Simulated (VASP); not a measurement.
Input of a VASP 6.6.1 run:

INCAR

```
SYSTEM = W
PREC     = Accurate       ! precision mode
ENCUT    = 520            ! plane-wave cutoff, eV
EDIFF    = 1E-7           ! SCF threshold, eV
ISMEAR   = 0              ! smearing method
SIGMA    = 0.1            ! smearing width, eV
LREAL    = .False.        ! projectors in reciprocal space
LASPH    = .True.         ! aspherical terms in the spheres
NELM     = 80             ! most SCF steps
ALGO     = Normal         ! electronic algorithm
ISIF     = 2              ! what is computed and relaxed
LWAVE    = .False.        ! write WAVECAR
LCHARG   = .False.        ! write CHGCAR
GGA      = PE             ! functional
NBANDS   = 13             ! bands
```

File KPOINTS:

```
Automatic mesh
0
Gamma
  18 18 18
  0 0 0
```

File POSCAR:

```
W                                       
1.0
   -1.5433567667      1.5433567667      1.5433567667
    1.5433567667     -1.5433567667      1.5433567667
    1.5433567667      1.5433567667     -1.5433567667
  W             
     1
Direct
     0.0000000000000000    0.0000000000000000    0.0000000000000000
```

Potentials or basis: VASP PAW PBE potentials, release 64 (W_sv).

Launch:

```bash
$ cat potpaw_PBE.64/W_sv/POTCAR > POTCAR
$ mpirun -np 1 vasp_std > vasp.out
```

Task: What does it give for the band gap on the k mesh?

Result: None (metal or under the smearing width).

Task: Predict the pressure.

Result: 35.3 GPa.

Caveat: a pressure of tens of GPa on the cell as given is suspect, and the run, the potentials or the cell itself is likely at fault. The run has no spin-orbit coupling, so splittings on W are missing.
